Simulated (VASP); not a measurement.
These are PBE GGA, VASP's PBE PAW potentials (set 64) (plane waves; VASP) values and carry that method's errors.

Input for VASP

File POSCAR:
```
Ag
1.0
  0.0000000000   2.0859000000   2.0859000000
  2.0859000000   0.0000000000   2.0859000000
  2.0859000000   2.0859000000   0.0000000000
Ag
1
Cartesian
  0.0000000000   0.0000000000   0.0000000000
```

### INCAR
```
SYSTEM = Ag
NELM = 100
ISIF = 2
GGA = PE   # PBE
PREC = Accurate
EDIFF = 1E-6   # SCF stop (eV)
SIGMA = 0.1   # width (eV)
ISMEAR = 1   # Methfessel-Paxton
LASPH = .TRUE.   # aspherical one-centre terms
LWAVE = .FALSE.
LREAL = .FALSE.   # projection in real space or not
ENCUT = 400   # plane-wave cut-off (eV)
LCHARG = .FALSE.
NBANDS = 13
LMAXMIX = 4   # l cut-off of mixed one-centre charges
ALGO = Normal   # blocked Davidson
```

File KPOINTS:
```
Automatic mesh
0
Gamma
  14 14 14
```

POTCAR, in this order: Ag (PBE.64 set). Program: vasp_std.

Output of the run:

File OSZICAR:
```
       N       E                     dE             d eps       ncg     rms          rms(c)
DAV:   1     0.446324600896E+02    0.44632E+02   -0.46071E+03  2781   0.608E+02
DAV:   2    -0.220342322539E+01   -0.46836E+02   -0.44275E+02  3284   0.164E+02
DAV:   3    -0.294949816498E+01   -0.74607E+00   -0.74577E+00  3189   0.213E+01
DAV:   4    -0.295199039053E+01   -0.24922E-02   -0.24922E-02  3204   0.131E+00
DAV:   5    -0.295201074852E+01   -0.20358E-04   -0.20357E-04  3199   0.103E-01    0.444E+00
DAV:   6    -0.272384866059E+01    0.22816E+00   -0.90147E-01  3174   0.789E+00    0.296E+00
DAV:   7    -0.271797259893E+01    0.58761E-02   -0.59268E-03  3154   0.686E-01    0.171E+00
DAV:   8    -0.271560664523E+01    0.23660E-02   -0.68378E-04  3095   0.189E-01    0.827E-02
DAV:   9    -0.271561475065E+01   -0.81054E-05   -0.82373E-06  3119   0.194E-02    0.302E-02
DAV:  10    -0.271561988988E+01   -0.51392E-05   -0.39714E-06  3052   0.173E-02    0.506E-03
DAV:  11    -0.271561956875E+01    0.32112E-06   -0.72919E-08  1647   0.204E-03
   1 F= -.27156196E+01 E0= -.27154005E+01  d E =-.657183E-03
```

File OUTCAR:
```
------------------------ aborting loop because EDIFF is reached ----------------------------------------
  FORCE on cell =-STRESS in cart. coord.  units (eV):
  Direction    XX          YY          ZZ          XY          YZ          ZX
  --------------------------------------------------------------------------------------
  Total       -0.2120820     -0.2120820     -0.2120820      0.0000000      0.0000000      0.0000000
  in kB      -18.7199155    -18.7199155    -18.7199155      0.0000000      0.0000000      0.0000000
  external PRESSURE =     -18.7199155 kB  Pullay stress =       0.0000000 kB
  volume of cell :       18.15
      direct lattice vectors                 reciprocal lattice vectors
     0.000000000  2.085900000  2.085900000    -0.239704684  0.239704684  0.239704684
     2.085900000  0.000000000  2.085900000     0.239704684 -0.239704684  0.239704684
     2.085900000  2.085900000  0.000000000     0.239704684  0.239704684 -0.239704684
 POSITION                                       TOTAL-FORCE (eV/Angst)
 -----------------------------------------------------------------------------------
      0.00000      0.00000      0.00000         0.000000      0.000000     -0.000000
 -----------------------------------------------------------------------------------
    total drift:                               -0.000000     -0.000000     -0.000000
  FREE ENERGIE OF THE ION-ELECTRON SYSTEM (eV)
  ---------------------------------------------------
  free  energy   TOTEN  =        -2.7156195688 eV

  energy  without entropy=       -2.7149623862  energy(sigma->0) =       -2.71540051
```
(Selected blocks of OUTCAR.)

### OUTCAR
```
 val. band max:        7.3603416945   @ k =   0.5000   0.0000   0.0000

 cond. band min:       7.5588254577   @ k =   0.5000   0.2143   0.0714


 Fermi energy:         7.5486182331

 k-point     1 :       0.0000    0.0000    0.0000
  band No.  band energies     occupation
      1       0.2712      2.00000
      2       3.0024      2.00000
      3       3.0024      2.00000
      4       3.0024      2.00000
      5       3.9270      2.00000
      6       3.9270      2.00000
      7      23.4669      0.00000
      8      26.6743      0.00000
      9      26.6743      0.00000
     10      26.6743      0.00000
     11      31.3354      0.00000
     12      32.0991      0.00000
     13      32.0991      0.00000

 k-point     2 :       0.0714    0.0000    0.0000
  band No.  band energies     occupation
      1       0.4224      2.00000
      2       2.9710      2.00000
      3       3.0418      2.00000
      4       3.0418      2.00000
      5       3.9128      2.00000
      6       3.9128      2.00000
      7      23.4380      0.00000
      8      25.4227      0.00000
      9      26.7041      0.00000
     10      26.7041      0.00000
     11      31.1019      0.00000
     12      31.9675      0.00000
     13      31.9675      0.00000

 k-point     3 :       0.1429    0.0000    0.0000
  band No.  band energies     occupation
      1       0.8459      2.00000
      2       2.9179      2.00000
      3       3.1326      2.00000
      4       3.1326      2.00000
      5       3.8974      2.00000
      6       3.8974      2.00000
      7      22.2111      0.00000
      8      24.3132      0.00000
      9      26.7380      0.00000
     10      26.7380      0.00000
     11      30.0716      0.00000
     12      31.4300      0.00000
     13      31.4300      0.00000

 k-point     4 :       0.2143    0.0000    0.0000
  band No.  band energies     occupation
      1       1.3861      2.00000
      2       3.0238      2.00000
      3       3.1906      2.00000
...
```

The compound is Ag in the fcc structure. The cell was not relaxed at this level. The run is one of a series of settings (NBANDS = 13 against the base run), some of them coarse on purpose.
